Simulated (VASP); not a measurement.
All values below come from optB86b-vdW, VASP's PBE PAW potentials (set 64) (plane waves; VASP).

Input for VASP

File POSCAR:
```
Ag
1
    0.0000000000     2.0243420220     2.0243420220
    2.0243420220     0.0000000000     2.0243420220
    2.0243420220     2.0243420220     0.0000000000
Ag
1
Direct
  0.0000000000   0.0000000000   0.0000000000
```

**KPOINTS**
```
Automatic mesh
0
Gamma
15 15 15
0 0 0
```

**INCAR**
```
! general
SYSTEM   = Ag
PREC     = Accurate
ENCUT    = 520
LREAL    = .False.   ! projection in real space or not
LASPH    = .True.

! electronic loop
EDIFF    = 1E-7
NELM     = 100   ! most electronic steps
ALGO     = Normal   ! blocked Davidson
LMAXMIX  = 4   ! l cut-off of mixed one-centre charges

! smearing
ISMEAR   = 1   ! Methfessel-Paxton
SIGMA    = 0.1   ! width (eV)

! functional
GGA      = MK
LUSE_VDW = .True.
AGGAC    = 0.0
PARAM1   = 0.1234
PARAM2   = 1.0

! ions
ISIF     = 2

! output
LWAVE    = .False.
LCHARG   = .False.
```

POTCAR, in this order: Ag (PBE.64 set). Program: vasp_std.

Output

File OSZICAR:
```
       N       E                     dE             d eps       ncg     rms          rms(c)
DAV:   1     0.488077572020E+02    0.48808E+02   -0.58300E+03  2208   0.112E+03
DAV:   2     0.307905067973E+00   -0.48500E+02   -0.46243E+02  2198   0.211E+02
DAV:   3    -0.734360636711E-01   -0.38134E+00   -0.38084E+00  2574   0.233E+01
DAV:   4    -0.742693669365E-01   -0.83330E-03   -0.83328E-03  2464   0.980E-01
DAV:   5    -0.742750227869E-01   -0.56559E-05   -0.56566E-05  2370   0.714E-02    0.567E+00
DAV:   6     0.208477616761E+00    0.28275E+00   -0.13158E+00  2194   0.125E+01    0.350E+00
DAV:   7     0.218746685246E+00    0.10269E-01   -0.12706E-02  2341   0.126E+00    0.194E+00
DAV:   8     0.222468810540E+00    0.37221E-02   -0.75497E-04  2241   0.281E-01    0.759E-02
DAV:   9     0.222457574299E+00   -0.11236E-04   -0.88094E-06  2525   0.279E-02    0.127E-02
DAV:  10     0.222452069284E+00   -0.55050E-05   -0.43852E-06  2347   0.255E-02    0.379E-03
DAV:  11     0.222452250377E+00    0.18109E-06   -0.82401E-08  1863   0.306E-03    0.466E-04
DAV:  12     0.222452284167E+00    0.33789E-07   -0.83182E-09  1107   0.103E-03
   1 F= 0.22245228E+00 E0= 0.22255559E+00  d E =-.309927E-03
```

File OUTCAR:
```
------------------------ aborting loop because EDIFF is reached ----------------------------------------
  FORCE on cell =-STRESS in cart. coord.  units (eV):
  Direction    XX          YY          ZZ          XY          YZ          ZX
  --------------------------------------------------------------------------------------
  Total        0.3577820      0.3577820      0.3577820      0.0000000     -0.0000000     -0.0000000
  in kB       34.5499474     34.5499474     34.5499474      0.0000000     -0.0000000     -0.0000000
  external PRESSURE =      34.5499474 kB  Pullay stress =       0.0000000 kB
  volume of cell :       16.59
      direct lattice vectors                 reciprocal lattice vectors
     0.000000000  2.024342022  2.024342022    -0.246993835  0.246993835  0.246993835
     2.024342022  0.000000000  2.024342022     0.246993835 -0.246993835  0.246993835
     2.024342022  2.024342022  0.000000000     0.246993835  0.246993835 -0.246993835
 POSITION                                       TOTAL-FORCE (eV/Angst)
 -----------------------------------------------------------------------------------
      0.00000      0.00000      0.00000         0.000000      0.000000      0.000000
 -----------------------------------------------------------------------------------
    total drift:                               -0.000000      0.000000      0.000000
  FREE ENERGIE OF THE ION-ELECTRON SYSTEM (eV)
  ---------------------------------------------------
  free  energy   TOTEN  =         0.2224522842 eV

  energy  without entropy=        0.2227622114  energy(sigma->0) =        0.22255559
```
(Selected blocks of OUTCAR.)

The compound is Ag in the fcc structure. This cell is one point of a volume scan, at 0.97 of the reference volume.
